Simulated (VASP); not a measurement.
# LaCo (I2_13) in VASP: single point with LDA

Aim: the single point of LaCo with LDA.

Program: VASP 6.6.1. These are calculated values, not measurements. Logs are shortened: lines on timing, memory, paths and dates and some standing lists are left out, and cuts for length are marked.

## 1. The crystal as given

It takes space group I2_13 (No. 199, cubic). The conventional cell has a = 6.966 Å, b = 6.966 Å, c = 6.966 Å, α = 90.00°, β = 90.00°, γ = 90.00°. Around La (site symmetry 3) lie 4 Co at 2.62 to 2.94 Å. Co (site symmetry 3) has 4 La at 2.62 to 2.94 Å and 3 Co at 2.96 Å as nearest neighbours.

The cell comes from a database or a generator and needn't be the stable form of this composition.

## 2. Single point, LDA, collinear spin, ferromagnetic start

File INCAR:

```
PREC = Accurate
ENCUT = 520
EDIFF = 1E-6
ISMEAR = 0
SIGMA = 0.05
LREAL = F
LASPH = T
NELM = 150
ALGO = Normal
ISIF = 2
LWAVE = F
LCHARG = F
ISPIN = 2
MAGMOM = 0 0 0 0 2 2 2 2
LORBIT = 11
LMAXMIX = 6
```

File KPOINTS:

```
regular mesh
0
Gamma
  6 6 6
```

File POSCAR:

```
LaCo
6.0329
   -0.577352517032      0.577352517032      0.577352517032
    0.577352517032     -0.577352517032      0.577352517032
    0.577352517032      0.577352517032     -0.577352517032
La Co
4 4
Direct
    0.5000000000      0.0000000000      0.0189750000
    0.0000000000      0.0189750000      0.5000000000
    0.0189750000      0.5000000000      0.0000000000
    0.4810250000      0.4810250000      0.4810250000
    0.5000000000      0.0000000000      0.5840200000
    0.0000000000      0.5840200000      0.5000000000
    0.5840200000      0.5000000000      0.0000000000
    0.9159800000      0.9159800000      0.9159800000
```

Potentials or basis: VASP PAW LDA potentials, release 64 (La, Co).

Started as:

```bash
$ cat potpaw_LDA.64/La/POTCAR potpaw_LDA.64/Co/POTCAR > POTCAR
$ mpirun -np 1 vasp_std > vasp.out
```

OUTCAR:

```text
PREC = Accurate
   ENCUT = 520
   EDIFF = 1E-6
   ISMEAR = 0
   LREAL = F
   LASPH = T
   NELM = 150
   ISIF = 2
   ISPIN = 2
   LORBIT = 11

 ion  position               nearest neighbor table
   1  0.500  0.000  0.019-   5 2.62   8 2.94   6 2.94   7 2.94   8 3.19   6 3.19   7 3.19   4 3.35
                             3 3.35   2 3.35   2 3.62   3 3.62   4 3.62
   2  0.000  0.019  0.500-   6 2.62   8 2.94   7 2.94   5 2.94   8 3.19   7 3.19   5 3.19   4 3.35
                             1 3.35   3 3.35   3 3.62   1 3.62   4 3.62
   3  0.019  0.500  0.000-   7 2.62   6 2.94   8 2.94   5 2.94   8 3.19   6 3.19   5 3.19   4 3.35
                             2 3.35   1 3.35   1 3.62   2 3.62   4 3.62
   4  0.481  0.481  0.481-   8 2.62   5 2.94   7 2.94   6 2.94   6 3.19   5 3.19   7 3.19   2 3.35
                             3 3.35   1 3.35   3 3.62   2 3.62   1 3.62
   5  0.500  0.000  0.584-   1 2.62   3 2.94   4 2.94   2 2.94   8 2.96   6 2.96   7 2.96   2 3.19
                             4 3.19   3 3.19
   6  0.000  0.584  0.500-   2 2.62   1 2.94   3 2.94   4 2.94   5 2.96   7 2.96   8 2.96   3 3.19
                             1 3.19   4 3.19
   7  0.584  0.500  0.000-   3 2.62   2 2.94   4 2.94   1 2.94   6 2.96   8 2.96   5 2.96   2 3.19
                             1 3.19   4 3.19
   8  0.916  0.916  0.916-   4 2.62   2 2.94   3 2.94   1 2.94   5 2.96   6 2.96   7 2.96   3 3.19
                             2 3.19   1 3.19

  LATTYP: Found a body centered cubic cell.
 ALAT       =     6.9662200000

  Lattice vectors:

 A1 = (  -3.4831100000,   3.4831100000,   3.4831100000)
 A2 = (   3.4831100000,  -3.4831100000,   3.4831100000)
 A3 = (   3.4831100000,   3.4831100000,  -3.4831100000)

Analysis of symmetry for initial positions (statically):
=====================================================================
 Subroutine PRICEL returns:
 Original cell was already a primitive cell.

 Routine SETGRP: Setting up the symmetry group for a
 body centered cubic supercell.

 Subroutine GETGRP returns: Found 12 space group operations
 (whereof  3 operations were pure point group operations)
 out of a pool of 48 trial point group operations.

The static configuration has the point symmetry C_3 .
 The point group associated with its full space group is T   .

Analysis of symmetry for dynamics (positions and initial velocities):
=====================================================================
 Subroutine PRICEL returns:
 Original cell was already a primitive cell.

 Routine SETGRP: Setting up the symmetry group for a
 body centered cubic supercell.

 Subroutine GETGRP returns: Found 12 space group operations
 (whereof  3 operations were pure point group operations)
 out of a pool of 48 trial point group operations.

The dynamic configuration has the point symmetry C_3 .
 The point group associated with its full space group is T   .

Analysis of structural, dynamic, and magnetic symmetry:
=====================================================================
 Subroutine PRICEL returns:
 Original cell was already a primitive cell.

 Routine SETGRP: Setting up the symmetry group for a
 body centered cubic supercell.

 Subroutine GETGRP returns: Found 12 space group operations
 (whereof  3 operations were pure point group operations)
 out of a pool of 48 trial point group operations.

The overall configuration has the point symmetry C_3 .
 The point group associated with its full space group is T   .

 Subroutine INISYM returns: Found 12 space group operations
 (whereof  3 operations are pure point group operations),
 and found     1 'primitive' translations

----------------------------------------------------------------------------------------

                                     Primitive cell

  volume of cell :     169.0291

  direct lattice vectors                    reciprocal lattice vectors
    -3.483110000  3.483110000  3.483110000     0.000000000  0.143549874  0.143549874
     3.483110000 -3.483110000  3.483110000     0.143549874  0.000000000  0.143549874
     3.483110000  3.483110000 -3.483110000     0.143549874  0.143549874  0.000000000

  length of vectors
     6.032923488  6.032923488  6.032923488     0.203010178  0.203010178  0.203010178

  position of ions in fractional coordinates (direct lattice)
     0.500000000  0.000000000  0.018975000
     0.000000000  0.018975000  0.500000000
     0.018975000  0.500000000  0.000000000
     0.481025000  0.481025000  0.481025000
     0.500000000  0.000000000  0.584020000
     0.000000000  0.584020000  0.500000000
     0.584020000  0.500000000  0.000000000
     0.915980000  0.915980000  0.915980000

  ion indices of the primitive-cell ions
   primitive index   ion index
                 1           1
                 2           2
                 3           3
                 4           4
                 5           5
                 6           6
                 7           7
                 8           8

----------------------------------------------------------------------------------------

 KPOINTS: regular mesh

Automatic generation of k-mesh.
 Grid dimensions read from file:
 generate k-points for:    6    6    6

 Generating k-lattice:

  Cartesian coordinates                     Fractional coordinates (reciprocal lattice)
     0.000000000  0.023924979  0.023924979     0.166666667  0.000000000  0.000000000
     0.023924979  0.000000000  0.023924979     0.000000000  0.166666667  0.000000000
     0.023924979  0.023924979  0.000000000     0.000000000  0.000000000  0.166666667

  Length of vectors
     0.033835030  0.033835030  0.033835030

  Shift w.r.t. Gamma in fractional coordinates (k-lattice)
     0.000000000  0.000000000  0.000000000

 Subroutine IBZKPT returns following result:
 ===========================================

 Found     18 irreducible k-points:

 Following reciprocal coordinates:
            Coordinates               Weight
  0.000000  0.000000  0.000000      1.000000
  0.166667  0.000000  0.000000     12.000000
  0.333333  0.000000  0.000000     12.000000
  0.500000  0.000000  0.000000      6.000000
  0.166667  0.166667  0.000000     24.000000
  0.333333  0.166667  0.000000     24.000000
[... 10 lines left out ...]
  0.500000  0.500000  0.333333     12.000000
  0.500000  0.500000  0.500000      1.000000
   k-points           NKPTS =     18   k-points in BZ     NKDIM =     18   number of bands    NBANDS=     52
   number of dos      NEDOS =    301   number of ions     NIONS =      8
   total plane-waves  NPLWV = 110592
   dimension x,y,z NGX =    48 NGY =   48 NGZ =   48
   dimension x,y,z NGXF=    96 NGYF=   96 NGZF=   96
   ions per type =               4   4
   NGX,Y,Z   is equivalent  to a cutoff of  13.23, 13.23, 13.23 a.u.
   NGXF,Y,Z  is equivalent  to a cutoff of  26.45, 26.45, 26.45 a.u.
 SYSTEM =  unknown system
   PREC   = accura    normal or accurate (medium, high low for compatibility)
   ISTART =      0    job   : 0-new  1-cont  2-samecut
   ICHARG =      2    charge: 1-file 2-atom 10-const
   ISPIN  =      2    spin polarized calculation?
   LNONCOLLINEAR =      F non collinear calculations
   LSORBIT =      F    spin-orbit coupling
   LASPH  =      T    aspherical Exc in radial PAW
   ENCUT  =  520.0 eV  38.22 Ry    6.18 a.u.  11.22 11.22 11.22*2*pi/ulx,y,z
   NELM   =    150;   NELMIN=  2; NELMDL= -5     # of ELM steps
   EDIFF  = 0.1E-05   stopping-criterion for ELM
   LREAL  =      F    real-space projection
   EDIFFG = 0.1E-04   stopping-criterion for IOM
   NSW    =      0    number of steps for IOM
   IBRION =     -1    ionic relax: 0-MD 1-quasi-New 2-CG
   NFREE  =      0    steps in history (QN), initial steepest desc. (CG)
   ISIF   =      2    stress and relaxation
   ISYM   =      2    0-nonsym 1-usesym 2-fastsym
   POTIM  = 0.5000    time-step for ionic-motion
   TEBEG  =    0.0;   TEEND  =   0.0 temperature during run
   PSTRESS=    0.0 pullay stress
   NELECT =      80.0000    total number of electrons
   NUPDOWN=      -1.0000    fix difference up-down
   EMIN   =  10.00;   EMAX   =-10.00  energy-range for DOS
   EFERMI =   0.00;   METHOD = LEGACY
   ISMEAR =     0;   SIGMA  =   0.05  broadening in eV -4-tet -1-fermi 0-gaus
   EFERMI_NEDOS =   21; number of points for ismear=-14 and -15
   IALGO  =     38    algorithm
   IMIX   =      4    mixing-type and parameters
     AMIX     =   0.40;   BMIX     =  1.00
     AMIX_MAG =   1.60;   BMIX_MAG =  1.00
  volume/ion in A,a.u.               =      21.13       142.58
  Fermi-wavevector in a.u.,A,eV,Ry     =   1.275805  2.410922 22.145910  1.627678
  Thomas-Fermi vector in A             =   2.408497
   LORBIT       =     11    0 simple, 1 ext, 2 COOP (PROOUT), +10 PAW based schemes
   GGA     = CA    functional components
   LHFCALC =     F    Hartree Fock is set to
   AEXX    =    0.0000 exact exchange contribution
   IVDW    =     0    specifies the selected vdW correction
   LEPSILON=     F    determine dielectric tensor
   LRPA    =     F    only Hartree local field effects (RPA)
 spin polarized calculation
 Gauss-broadening in eV      SIGMA  =   0.05
  energy-cutoff  :      520.00
  volume of cell :      169.03
 maximum number of plane-waves:      4567
 NGX is ok and might be reduce to    48
   NGX = 23   NGY = 23   NGZ = 23

 number of electron      80.0000018 magnetization       0.5657318

 Free energy of the ion-electron system (eV)
  ---------------------------------------------------
  ext. energy  EPLUGINS =         0.00000000
  ---------------------------------------------------
  free energy    TOTEN  =       -54.24876885 eV

  energy without entropy =      -54.23789284  energy(sigma->0) =      -54.24333084

 E-fermi :   9.0235     XC(G=0): -11.3189

 val. band max:        9.0194280430   @ k =  -0.1667   0.1667   0.1667
 cond. band min:       9.0365676937   @ k =  -0.3333   0.3333   0.3333
 fundamental gap:      0.0171396507
 Fermi energy:         9.0234934851

 spin component 1

 k-point     1 :       0.0000    0.0000    0.0000
  band No.  band energies     occupation
      1     -22.9107      1.00000
      2     -22.5719      1.00000
      3     -22.5719      1.00000
      4     -22.5719      1.00000
      5      -7.3593      1.00000
      6      -7.3230      1.00000
[... 44 lines left out ...]
     51      11.5692      0.00000
     52      11.7863      0.00000
[... 933 lines left out ...]
     51      11.5745      0.00000
     52      11.5747      0.00000
 Fermi energy:         9.0234934851

 spin component 2

 k-point     1 :       0.0000    0.0000    0.0000
  band No.  band energies     occupation
      1     -22.9233      1.00000
      2     -22.5841      1.00000
      3     -22.5841      1.00000
      4     -22.5841      1.00000
      5      -7.3756      1.00000
      6      -7.3385      1.00000
[... 44 lines left out ...]
     51      11.5784      0.00000
     52      11.7851      0.00000
[... 933 lines left out ...]
     51      11.5874      0.00000
     52      11.5875      0.00000

------------------------ aborting loop because EDIFF is reached ----------------------------------------

  FORCE on cell =-STRESS in cart. coord.  units (eV):
  Direction    XX          YY          ZZ          XY          YZ          ZX
  --------------------------------------------------------------------------------------
  -------------------------------------------------------------------------------------
  Total       -7.7450723     -7.7450723     -7.7450723     -0.0000000      0.0000000      0.0000000
  in kB      -73.4132582    -73.4132582    -73.4132582     -0.0000000      0.0000000      0.0000000
  external PRESSURE =     -73.4132582 kB  Pullay stress =       0.0000000 kB

 VOLUME and BASIS-vectors are now :
 -----------------------------------------------------------------------------
  energy-cutoff  :      520.00
  volume of cell :      169.03
      direct lattice vectors                 reciprocal lattice vectors
    -3.483110000  3.483110000  3.483110000     0.000000000  0.143549874  0.143549874
     3.483110000 -3.483110000  3.483110000     0.143549874  0.000000000  0.143549874
     3.483110000  3.483110000 -3.483110000     0.143549874  0.143549874  0.000000000

 POSITION                                       TOTAL-FORCE (eV/Angst)
 -----------------------------------------------------------------------------------
     -1.67546      1.80765      1.67546        -0.250715     -0.250715      0.250715
      1.80765      1.67546     -1.67546        -0.250715      0.250715     -0.250715
      1.67546     -1.67546      1.80765         0.250715     -0.250715     -0.250715
      1.67546      1.67546      1.67546         0.250715      0.250715      0.250715
      0.29265      3.77576     -0.29265         0.109687      0.109687     -0.109687
      3.77576     -0.29265      0.29265         0.109687     -0.109687      0.109687
     -0.29265      0.29265      3.77576        -0.109687      0.109687      0.109687
      3.19046      3.19046      3.19046        -0.109687     -0.109687     -0.109687
 -----------------------------------------------------------------------------------
    total drift:                               -0.000000     -0.000000     -0.000001

  FREE ENERGIE OF THE ION-ELECTRON SYSTEM (eV)
  ---------------------------------------------------
  free  energy   TOTEN  =       -54.2487688476 eV

  energy  without entropy=      -54.2378928395  energy(sigma->0) =      -54.24333084

 total charge

# of ion       s       p       d       f       tot
--------------------------------------------------
    1        2.077   5.545   0.952   0.224   8.798
    2        2.077   5.545   0.952   0.224   8.798
    3        2.077   5.545   0.952   0.224   8.798
    4        2.077   5.545   0.952   0.224   8.798
    5        0.506   0.223   7.454   0.000   8.183
    6        0.506   0.223   7.454   0.000   8.183
    7        0.506   0.223   7.454   0.000   8.183
    8        0.506   0.223   7.454   0.000   8.183
--------------------------------------------------
tot         10.334  23.073  33.624   0.896  67.927

 magnetization (x)

# of ion       s       p       d       f       tot
--------------------------------------------------
    1       -0.002  -0.001  -0.019  -0.006  -0.027
    2       -0.002  -0.001  -0.019  -0.006  -0.027
    3       -0.002  -0.001  -0.019  -0.006  -0.027
    4       -0.002  -0.001  -0.019  -0.006  -0.027
    5        0.006  -0.003   0.185   0.000   0.188
    6        0.006  -0.003   0.185   0.000   0.188
    7        0.006  -0.003   0.185   0.000   0.188
    8        0.006  -0.003   0.185   0.000   0.188
--------------------------------------------------
tot          0.016  -0.016   0.665  -0.022   0.643
```

It took 6.6 min on 1 thread of Intel Xeon 6975P-C (Granite Rapids), shared host; peak memory 0.42 GiB.

Results:

| Item | Value |
| --- | --- |
| Free energy | -54.2488 eV |
| Pressure | -7.3 GPa |
| Largest force | 0.434 eV/Å |
| Band gap on the k mesh | none (metal or under the smearing width) |
| Net moment | 0.57 μB per cell |
| Site moments | La -0.03; Co +0.19 μB |
| Valence electrons inside the program's atomic spheres | La 8.80; Co 8.18 |

Forces in eV/Å, atoms in the order of the input:
```
La  -0.251 -0.251  0.251
La  -0.251  0.251 -0.251
La   0.251 -0.251 -0.251
La   0.251  0.251  0.251
Co   0.110  0.110 -0.110
Co   0.110 -0.110  0.110
Co  -0.110  0.110  0.110
Co  -0.110 -0.110 -0.110
```

Levels at points of the mesh, in eV from the Fermi level:
Spin up:
```tsv
k point	band 37	band 38	band 39	band 40	band 41	band 42	band 43	band 44
(0.00, 0.00, 0.00)	-0.30	-0.12	-0.12	-0.12	1.13	1.13	1.47	1.47
(0.50, 0.00, 0.00)	-0.42	-0.36	-0.18	-0.10	0.35	0.46	0.65	0.72
(0.50, 0.50, 0.50)	-0.56	-0.46	-0.46	-0.46	-0.33	-0.33	0.24	0.24
```
Spin down:
```csv
k point,band 37,band 38,band 39,band 40,band 41,band 42,band 43,band 44
"(0.00, 0.00, 0.00)",-0.11,0.05,0.05,0.05,1.21,1.21,1.49,1.49
"(0.50, 0.00, 0.00)",-0.28,-0.22,-0.03,0.02,0.41,0.48,0.68,0.78
"(0.50, 0.50, 0.50)",-0.45,-0.34,-0.34,-0.34,-0.16,-0.16,0.30,0.30
```

## 3. For comparison

An earlier run on the cell as given: functional PBE; potentials or basis VASP PAW PBE potentials, release 64 (La, Co); cutoff 520 eV; k mesh 6 × 6 × 6; occupations fermi-dirac, width 0.05 eV; collinear spin, ferromagnetic start; starting moments [0.0, 0.0, 0.0, 0.0, 2.0, 2.0, 2.0, 2.0] μB.

* Pressure: 0.4 GPa
* Largest force: 0.136 eV/Å
* Band gap on the k mesh: none (metal or under the smearing width)
* Net moment: 1.08 μB per cell
* Site moments: La -0.08; Co +0.43 μB
* Valence electrons inside the program's atomic spheres: La 8.79; Co 8.16
